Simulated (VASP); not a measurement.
An input for Ansatz (written as the equivalent of a VASP run, and not itself run):

Ansatz 0.2 input:
```yaml
crystal:
  lattice:
    - [1.4076000, -2.4380350, 0.0000000]
    - [1.4076000, 2.4380350, 0.0000000]
    - [0.0000000, 0.0000000, 4.5492000]
  atoms:
    - { symbol: Re, position: [0.3333330, 0.6666670, 0.2500000] }
    - { symbol: Re, position: [0.6666670, 0.3333330, 0.7500000] }
kpoints:
  mp_grid: { grid: [13, 13, 7] }
hamiltonian:
  xc: pbe
  pseudopotentials: { kind: paw }
scf:
  occupations: { method: methfessel_paxton, width: 0.1 }
  max_iter: 100
output: { forces: true, stress: true, eigenvalues: true }
```

Task: Translate this input to VASP (INCAR, KPOINTS, POSCAR, choice of POTCAR).

Result: This is not unique; one that fits is 
**KPOINTS**
```
Regular mesh
0
Gamma
13 13 7
```

**INCAR**
```
SYSTEM  =  Re
PREC  =  Accurate; ENCUT  =  520; LREAL  =  F
LASPH  =  T
EDIFF  =  1E-6; NELM  =  100; ALGO  =  Normal
LMAXMIX  =  6
ISMEAR  =  1; SIGMA  =  0.1
GGA  =  PE
ISIF  =  2
LWAVE  =  F; LCHARG  =  F
```

### POSCAR
```
Re
1
    1.4076000000    -2.4380350000     0.0000000000
    1.4076000000     2.4380350000     0.0000000000
    0.0000000000     0.0000000000     4.5492000000
Re
2
Direct
  0.3333330000   0.6666670000   0.2500000000
  0.6666670000   0.3333330000   0.7500000000
```

POTCAR, in this order: Re_pv (PBE.64 set). Program: vasp_std.

The two are equivalent in intent, not identical: each code has its own PAW files, so the cut-off isn't converted (ENCUT is set for VASP's; basis.ecutwfc is left out, and Ansatz then takes the one that its files recommend); Ansatz stops its SCF on the density residual and VASP on the energy change (EDIFF).

The compound is Re in the hcp structure. The cell was not relaxed at this level. The run is one of a series of settings (ENCUT = 520, POTCAR Re_pv (PBE.64 set) against the base run), some of them coarse on purpose.
